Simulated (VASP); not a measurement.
Given:

```
CELL_PARAMETERS angstrom
      4.79093     0.00000     0.00000
      0.00000     4.79093     0.00000
      0.00000     0.00000     3.17831
ATOMIC_POSITIONS crystal
  Zn 0.00000 0.00000 0.00000
  Zn 0.50000 0.50000 0.50000
  F  0.30415 0.30415 0.00000
  F  0.80415 0.19585 0.50000
  F  0.19585 0.80415 0.50000
  F  0.69585 0.69585 0.00000
```

These are PW91 GGA, VASP's PBE PAW potentials (set 64) (plane waves; VASP) values and carry that method's errors. Numerical set-up: 520 eV cut-off, Gaussian smearing of 0.050 eV, potentials Zn F.

Give the energies of bands 15 to 28 at the high-symmetry points, in eV from the valence-band maximum.

```tsv
band	Γ	X	M	Z	R	A
15	-2.87	-2.62	-2.87	-2.76	-2.92	-2.77
16	-2.85	-2.62	-2.87	-2.76	-2.92	-2.77
17	-2.81	-2.00	-2.29	-2.56	-2.78	-2.40
18	-2.46	-2.00	-2.29	-2.56	-2.78	-2.40
19	-1.76	-1.78	-1.85	-1.48	-2.31	-1.23
20	-1.48	-1.78	-1.85	-1.48	-2.31	-1.23
21	-1.24	-1.33	-1.54	-1.24	-1.46	-1.22
22	-1.24	-1.33	-1.54	-1.24	-1.46	-1.22
23	-0.90	-0.55	-1.04	-1.15	-1.13	-1.11
24	-0.25	-0.55	-1.04	-1.15	-1.13	-1.11
25	-0.25	-0.32	-0.27	-1.11	-0.01	-0.74
26	0.00	-0.32	-0.27	-1.11	-0.01	-0.74
27	3.48	5.99	6.83	8.06	8.51	7.90
28	9.05	5.99	6.83	8.06	8.51	7.90
```

The gap is direct, 3.48 eV, from the valence maximum at Γ to the conduction minimum at Γ.

Measured: gap 7.50 eV (computed value off by -4.02 eV), as given by Dominik Kurzydłowski et al., Inorganic Chemistry (2020), arXiv:1912.01850 [midpoint of the printed range].

The compound is ZnF2 in the rutile structure. It was relaxed first, which changed the volume by +6 %.
